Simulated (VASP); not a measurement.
Runs of VASP 6.6.1 on F2AlSeH. The cell holds a molecule in a box, 5 atoms: a = 12.000 Å, b = 12.000 Å, c = 13.000 Å, α = 90.00°, β = 90.00°, γ = 90.00°. 

| task | level | cell | gap on the mesh (eV) | largest force (eV/Å) |
| --- | --- | --- | --- | --- |
| single point | optB88-vdW | as given | (a) | 0.60 |
| electron localisation function | PBE | as given | 4.52 | 0.62 |
| single point | PBE | as given | 4.52 | 0.62 |
| atomic charges | PBE+TS | as given | 4.52 | 0.63 |
| relaxation of the atoms | RPBE | atoms relaxed | 4.43 | - |

Alike in all rows: potentials or basis VASP PAW PBE potentials, release 64 (F, Al, Se, H); no spin polarisation; k mesh 1 × 1 × 1; cutoff (eV) 520; smearing gaussian 0.01 eV.

Question: Fill in the values left out.

Answer: (a) 4.44.

Caveats: the PAW data sets were made with another functional, which shifts forces and pressure a little (some runs).

A k mesh can miss the band edges, and the runs leave out spin-orbit coupling on Se.

Not every run made on this cell is shown here.
